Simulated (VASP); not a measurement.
A cell of NiAl (CsCl type) near equilibrium:

```yaml
crystal:
  lattice:
    - [2.86280, 0.00000, 0.00000]
    - [0.00000, 2.86280, 0.00000]
    - [0.00000, 0.00000, 2.86280]
  atoms:
    - { symbol: Al, position: [0.50000, 0.50000, 0.50000] }
    - { symbol: Ni, position: [0.00000, 0.00000, 0.00000] }
```

These are PBEsol GGA, VASP's PBE PAW potentials (set 64) (plane waves; VASP) values and carry that method's errors.

```
run               ΔE (meV/atom)    σxx    σyy    σzz  largest shear component, with its sign (GPa)  largest force (eV/Å)
----------------  -------------  -----  -----  -----  --------------------------------------------  --------------------
as it is                    0.0   0.05   0.05   0.05                                          0.00                 0.000
after one change           57.1  19.30  19.30  19.30                                          0.00                 0.000
```
Stress is in GPa, positive when the cell is compressed.

Task: Name the change that produced these shifts.
(A) atom 1 (Al) moved by -0.200 Å along x
(B) atom 2 (Ni) moved by 0.200 Å along y
(C) atom 2 (Ni) moved by 0.150 Å along x
(D) isotropic strain of -3.0 %

Result: D, isotropic strain of -3.0 %

The compound is NiAl in the CsCl type structure. The run is not spin-polarised, so no magnetic state was tried. The electron count is odd and the run is not spin-polarised, which forces a metal.
